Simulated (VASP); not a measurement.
**BAs (zinc blende): computed properties**

These are LDA (Ceperley-Alder, Perdew-Zunger), VASP's LDA PAW potentials (set 64) (plane waves; VASP) values and carry that method's errors.

space group: F-43m (216)
cell: a = b = c = 4.7423 Å, α = β = γ = 90.00°
volume per atom: 13.33 Å^3/atom
band gap (over mesh and band path): 1.10 eV
smallest direct gap (over mesh and band path): 3.28 eV
band-edge character: indirect, Γ to Γ-X at 0.79
density: 5.34 g/cm³
mean ε∞ (DFPT): 9.65
mean ε∞ (independent particles): 10.06
mean static ε: 9.78
optical Γ-point spectrum: 700 (×3) cm⁻¹

```cif
data_As4B4
_chemical_formula_sum 'B4 As4'
_space_group_name_H-M_alt 'F-43m'
_space_group_IT_number 216
_space_group_name_Hall 'F -4 2 3'
_cell_length_a 4.74235
_cell_length_b 4.74235
_cell_length_c 4.74235
_cell_angle_alpha 90.000
_cell_angle_beta 90.000
_cell_angle_gamma 90.000
loop_
_atom_site_label
_atom_site_type_symbol
_atom_site_symmetry_multiplicity
_atom_site_Wyckoff_symbol
_atom_site_fract_x
_atom_site_fract_y
_atom_site_fract_z
_atom_site_occupancy
B1 B 4 a 0.00000 0.00000 0.00000 1
As1 As 4 d 0.75000 0.75000 0.75000 1
```
(The calculation used a cell of 2 atoms; values per cell refer to that cell.)

Measured: gap 1.82 eV (computed value off by -0.72 eV), as given by Wikipedia, List of semiconductor materials; a 4.777 Å (computed value off by -0.7 %), as given by M J Lucero et al., Journal of Physics Condensed Matter (2012), arXiv:1111.4515. The calculation is for a static lattice, while the measured a holds thermal and zero-point effects, which are part of the difference.

The compound is BAs in the zinc blende structure. It was relaxed first. Symmetry was kept, so distortions that lower it aren't found.
